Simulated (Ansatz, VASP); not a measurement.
# Al2Si2As4WSeS (Al2SSe under WSi2As4, AA'): VASP beside Ansatz, part 3 of 3

Aim: how closely do two programs agree when they are given the same cell, functional and k mesh? Of the first pair: The structure shown is the start of the Ansatz relaxation below; VASP solves that cell, so the two are compared at the walk's first step.

VASP 6.6.1 and Ansatz 0.2.0.

So far. Step 4 (Differences): The forces differ by 31 meV/Å r.m.s., which is 2.9 % of the r.m.s. force of 1.077 eV/Å (both taken over all components). With vacuum in the cell, a pressure given here is an average over mostly empty space and none of the material.

### Step 6. VASP: single point, PBE with D3(BJ), relaxed cell, pair 2

Level of this step: PBE with D3(BJ), no spin polarisation; plane waves and PAW (Se, Al, S, As, Si, W) (VASP).

The same cell, functional, mesh and smearing now go to VASP, with its own data sets.

INCAR reads:

```
SYSTEM = Al2Si2As4WSeS
PREC = Accurate
ENCUT = 520
EDIFF = 1E-06
NELM = 120
ISMEAR = -1
SIGMA = 0.05
LREAL = .FALSE.
ALGO = Normal
GGA = PE
IVDW = 12
NBANDS = 37
LASPH = .TRUE.
LORBIT = 11
LWAVE = .FALSE.
LCHARG = .FALSE.
ISIF = 2
LDIPOL = .TRUE.
IDIPOL = 3
DIPOL = 0.5 0.5 0.504
LVHAR = .TRUE.
GGA_COMPAT = .FALSE.
EFERMI = MIDGAP
NELMDL = -8
KPAR = 2
```

POSCAR reads:

```
Al2Si2As4WSeS
1.0
    3.5845234335      0.0000000000      0.0000000000
   -1.7922617168      3.1042883539      0.0000000000
    0.0000000000      0.0000000000     64.2059899286
Se Al S As Si W
1 2 1 4 2 1
Direct
    0.3333333333      0.6666666667      0.3546163902
    1.0000000000      0.0000000000      0.3739844239
    1.0000000000      0.0000000000      0.4140162719
    0.3333333333      0.6666666667      0.4304604357
    0.3333333333      0.6666666667      0.4884760447
    1.0000000000      0.0000000000      0.5424217979
    1.0000000000      0.0000000000      0.5889677431
    0.3333333333      0.6666666667      0.6429333806
    1.0000000000      0.0000000000      0.5059065200
    1.0000000000      0.0000000000      0.6254967054
    0.3333333333      0.6666666667      0.5656952403
```

KPOINTS reads:

```
Automatic mesh
0
Gamma
12 12 1
0 0 0
```

PAW data sets: Se, Al, S, As, Si and W (PBE family, release 64).

On the command line:

```
$ mpirun -np 2 vasp_std
```

Numbers of over 12 decimals in the logs are rounded to 6 here.

Log:

```text
[banner, memory and clock lines left out]
running    2 mpi-ranks, on    1 nodes
[...]
LDA part: xc-table for (Slater+PW92), standard interpolation
 [... a notice as in an earlier step ...]

 POSCAR, INCAR and KPOINTS ok, starting setup
[...]
entering main loop
       N       E                     dE             d eps       ncg     rms          rms(c)
DAV:   1     0.352620699104E+03    0.35262E+03   -0.16465E+04  1438   0.101E+03
DAV:   2    -0.117302313427E+02   -0.36435E+03   -0.34980E+03  2084   0.189E+02
DAV:   3    -0.607702991868E+02   -0.49040E+02   -0.48475E+02  1766   0.724E+01
DAV:   4    -0.626459683016E+02   -0.18757E+01   -0.18617E+01  1956   0.164E+01
[...]
DAV:  28    -0.609555252534E+02   -0.37727E-05   -0.65672E-08  1057   0.568E-04    0.456E-04
DAV:  29    -0.609555279982E+02   -0.27448E-05   -0.35698E-08  1034   0.513E-04    0.308E-04
DAV:  30    -0.609555283862E+02   -0.38792E-06   -0.29965E-09   948   0.251E-04
   1 F= -.64536088E+02 E0= -.64536069E+02  d E =-.383504E-04
```

OUTCAR, selected parts (step 6):

```text
 Edisp (eV)   -3.58056

  Total      -0.02765    -0.02765     0.11834     0.00000     0.00000    -0.00000
  in kB      -0.06201    -0.06201     0.26538     0.00000     0.00000    -0.00000
  external pressure =        0.05 kB  Pullay stress =        0.00 kB

 POSITION                                       TOTAL-FORCE (eV/Angst)
 -----------------------------------------------------------------------------------
     -0.00000      2.06953     22.76850        -0.000000      0.000000     -0.008108
      0.00000      0.00000     24.01204         0.000000     -0.000000      0.009745
      0.00000      0.00000     26.58232         0.000000     -0.000000      0.012354
     -0.00000      2.06953     27.63814         0.000000     -0.000000     -0.014193
     -0.00000      2.06953     31.36309        -0.000000      0.000000     -0.053764
      0.00000      0.00000     34.82673         0.000000     -0.000000      0.072322
      0.00000      0.00000     37.81526         0.000000     -0.000000     -0.072307
     -0.00000      2.06953     41.28017         0.000000     -0.000000      0.053857
      0.00000      0.00000     32.48223         0.000000     -0.000000      0.021519
      0.00000      0.00000     40.16064         0.000000     -0.000000     -0.021494
     -0.00000      2.06953     36.32102         0.000000     -0.000000      0.000069
 -----------------------------------------------------------------------------------
    total drift:                                0.000000     -0.000000      0.000110

  FREE ENERGIE OF THE ION-ELECTRON SYSTEM (eV)
  ---------------------------------------------------
  free  energy   TOTEN  =       -64.5360878100 eV

  energy  without entropy=      -64.5360494596  energy(sigma->0) =      -64.53606863

[... 1 part as in an earlier step ...]

[... 2 further parts left out ...]
[key lines of the parts left out:]
E-fermi :  -1.2226
```

### Step 7. Comparison

What differs besides the data sets and the points named for the pairs above, as far as they apply: the data sets hold 110 valence electrons in Ansatz (on its default PAW (the set named soft_2) files) and 52 in VASP. Total energies have different zeros and are not compared.

Both answers:

| quantity | Ansatz | VASP | difference |
| --- | --- | --- | --- |
| gap on the k mesh (eV) | 0.676 | 0.707 | -0.031 |

Forces on 7 of the 11 atoms, those with the largest forces and the largest differences (eV/Å; atoms numbered as in POSCAR):

| atom | Ansatz x, y, z | VASP x, y, z |
| --- | --- | --- |
| S4 | 0.000, 0.000, 0.000 | 0.000, 0.000, -0.014 |
| As5 | 0.000, 0.000, 0.000 | 0.000, 0.000, -0.054 |
| As6 | 0.000, 0.000, 0.000 | 0.000, 0.000, 0.072 |
| As7 | 0.000, 0.000, 0.000 | 0.000, 0.000, -0.072 |
| As8 | 0.000, 0.000, 0.000 | 0.000, 0.000, 0.054 |
| Si9 | 0.000, 0.000, 0.000 | 0.000, 0.000, 0.022 |
| Si10 | 0.000, 0.000, 0.000 | 0.000, 0.000, -0.021 |

The forces differ by 23 meV/Å r.m.s., where the r.m.s. force is 0.000 eV/Å in Ansatz and 0.023 eV/Å in VASP: the atoms lie near their places of rest in Ansatz, so a percentage would say little (all taken over all components). A gap on the mesh is an upper bound, since the band edges may lie between its points; neither run holds spin-orbit coupling, which can move the band edges of a compound of W. With vacuum in the cell, a pressure given here is an average over mostly empty space and none of the material.

### Step 8. Further runs

Further runs change the set-up of one program: Ansatz's method, potentials or start, or VASP's data sets, cutoff or form of LDA. The table gives Ansatz less VASP for each quantity, since a change that brings one quantity closer may part another.

| run | r.m.s. force difference (meV/Å) | gap on the k mesh (eV) |
| --- | --- | --- |
| as above | 23 | -0.031 |
| VASP with the data sets Se_sv_GW, Al, S, As_d, Si and W and a cutoff of 620 eV | 13 | -0.030 |

### Step 9. Outcome

```json
{"r.m.s. force difference (single point, PBE with D3(BJ), start cell, pair 1)": "2.9 % of the r.m.s. force", "r.m.s. force difference (single point, PBE with D3(BJ), relaxed cell, pair 2)": "23 meV/Å"}
```

The r.m.s. force difference is 23 meV/Å (single point, PBE with D3(BJ), relaxed cell, pair 2), beyond the 12 meV/Å picked in this series as the mark of a large difference. The data sets hold unlike numbers of valence electrons (110 in Ansatz and 52 in VASP), so part of the differences comes from the potentials. Single point, PBE with D3(BJ), relaxed cell, pair 2, VASP with the data sets Se_sv_GW, Al, S, As_d, Si and W and a cutoff of 620 eV: r.m.s. force difference goes from 23 to 13 meV/Å. Such differences can come from data sets, numerical settings and the points named under the comparisons, not from the functional's error against experiment.

[Lines on the potential files, build, host, timing and source positions are cut from VASP's logs without a mark.]

[Logs are printed without paths, hosts, clocks, repeated set-up lines and the standing remarks that a program may print on its own settings, such as how far it seeks lower states.]

[Hosts, paths, dates, database ids (printed as entryN), source tags and the programs' standing remarks are cut or masked in the printed files.]
